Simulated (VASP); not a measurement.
Input:

```yaml
crystal:
  lattice:
    - [0.00000, 3.13778, 3.13778]
    - [3.13778, 0.00000, 3.13778]
    - [3.13778, 3.13778, 0.00000]
  atoms:
    - { symbol: Pb, position: [0.00000, 0.00000, 0.00000] }
    - { symbol: Se, position: [0.50000, 0.50000, 0.50000] }
```

These are SCAN meta-GGA, VASP's PBE PAW potentials (set 64) (plane waves; VASP) values and carry that method's errors. Settings: 520 eV cut-off, 8×8×8 Γ-centred mesh, Gaussian smearing of 0.050 eV, potentials Pb_d Se.

Unless said otherwise, spin-orbit coupling is left out, though it shifts the bands of the heavy elements here.

Q: What does the run give for the energy per atom (σ→0), pressure, band gap (on the k-mesh) with the smallest direct gap where there is one?

A: 
- band gap (on the k-mesh) = 0.73 eV
- smallest direct gap (on the k-mesh) = 0.73 eV
- energy per atom (σ→0) = -48.457 eV/atom
- pressure = -26.6 kbar

The compound is PbSe in the rock salt structure. This cell is one point of a volume scan, at 1.06 of the reference volume.
